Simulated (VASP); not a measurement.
All values below come from LDA (Ceperley-Alder, Perdew-Zunger), VASP's LDA PAW potentials (set 64) (plane waves; VASP).

VASP ran on this input.

### INCAR
```
! general
SYSTEM   =  Rh
PREC     =  Accurate
ENCUT    =  400
LREAL    =  .FALSE.
LASPH    =  .TRUE.   ! aspherical one-centre terms

! electronic loop
EDIFF    =  1E-8   ! SCF stop (eV)
NELM     =  100   ! most electronic steps
ALGO     =  Normal
LMAXMIX  =  4

! smearing
ISMEAR   =  1
SIGMA    =  0.1

! ions
IBRION   =  1
NSW      =  30   ! most ionic steps
ISIF     =  2   ! forces and stress, cell fixed
EDIFFG   =  -0.001

! output
LWAVE    =  .FALSE.
LCHARG   =  .FALSE.
```

**POSCAR**
```
Rh
1
    0.0000000000     1.8759907924     1.8759907924
    1.8759907924    -0.0000000000     1.8759907924
    1.8759907924     1.8759907924     0.0000000000
Rh
1
Direct
  0.0000000000   0.0000000000   0.0000000000
```

**KPOINTS**
```
Automatic mesh
0
gamma
  15 15 15
0 0 0
```

POTCAR, in this order: Rh_pv (LDA.64 set). Program: vasp_std.

The resulting files:

File OSZICAR:
```
       N       E                     dE             d eps       ncg     rms          rms(c)
DAV:   1     0.938632524254E+02    0.93863E+02   -0.81396E+03  2675   0.121E+03
DAV:   2    -0.802991914680E+01   -0.10189E+03   -0.97421E+02  2751   0.345E+02
DAV:   3    -0.924505645393E+01   -0.12151E+01   -0.12102E+01  3042   0.431E+01
DAV:   4    -0.925205710176E+01   -0.70006E-02   -0.70000E-02  2901   0.340E+00
DAV:   5    -0.925216463803E+01   -0.10754E-03   -0.10754E-03  3030   0.388E-01    0.117E+01
DAV:   6    -0.871288601182E+01    0.53928E+00   -0.12103E+00  2742   0.164E+01    0.404E+00
DAV:   7    -0.868825551974E+01    0.24630E-01   -0.24187E-02  3030   0.193E+00    0.186E+00
DAV:   8    -0.868262595541E+01    0.56296E-02   -0.46028E-03  2808   0.113E+00    0.198E-01
DAV:   9    -0.868249394981E+01    0.13201E-03   -0.11270E-04  3102   0.172E-01    0.511E-02
DAV:  10    -0.868249963419E+01   -0.56844E-05   -0.29998E-06  2925   0.256E-02    0.365E-03
DAV:  11    -0.868249964847E+01   -0.14276E-07   -0.19125E-07  3000   0.621E-03    0.814E-04
DAV:  12    -0.868249964846E+01    0.12733E-10   -0.78112E-09  1833   0.150E-03
   1 F= -.86824996E+01 E0= -.86824488E+01  d E =-.868250E+01
```

File OUTCAR:
```
------------------------ aborting loop because EDIFF is reached ----------------------------------------
  FORCE on cell =-STRESS in cart. coord.  units (eV):
  Direction    XX          YY          ZZ          XY          YZ          ZX
  --------------------------------------------------------------------------------------
  Total       -0.0011904     -0.0011904     -0.0011904      0.0000000      0.0000000      0.0000000
  in kB       -0.1444395     -0.1444395     -0.1444395      0.0000000      0.0000000      0.0000000
  external PRESSURE =      -0.1444395 kB  Pullay stress =       0.0000000 kB
  volume of cell :       13.20
      direct lattice vectors                 reciprocal lattice vectors
     0.000000000  1.875990792  1.875990792    -0.266525828  0.266525828  0.266525828
     1.875990792  0.000000000  1.875990792     0.266525828 -0.266525828  0.266525828
     1.875990792  1.875990792  0.000000000     0.266525828  0.266525828 -0.266525828
 POSITION                                       TOTAL-FORCE (eV/Angst)
 -----------------------------------------------------------------------------------
      0.00000      0.00000      0.00000         0.000000      0.000000      0.000000
 -----------------------------------------------------------------------------------
    total drift:                                0.000000     -0.000000     -0.000000
  FREE ENERGIE OF THE ION-ELECTRON SYSTEM (eV)
  ---------------------------------------------------
  free  energy   TOTEN  =        -8.6824996485 eV

  energy  without entropy=       -8.6823469705  energy(sigma->0) =       -8.68244876

 reached required accuracy - stopping structural energy minimisation
```
(Selected blocks of OUTCAR.)

The compound is Rh in the fcc structure. It was relaxed first. The start is the result of an earlier pass.
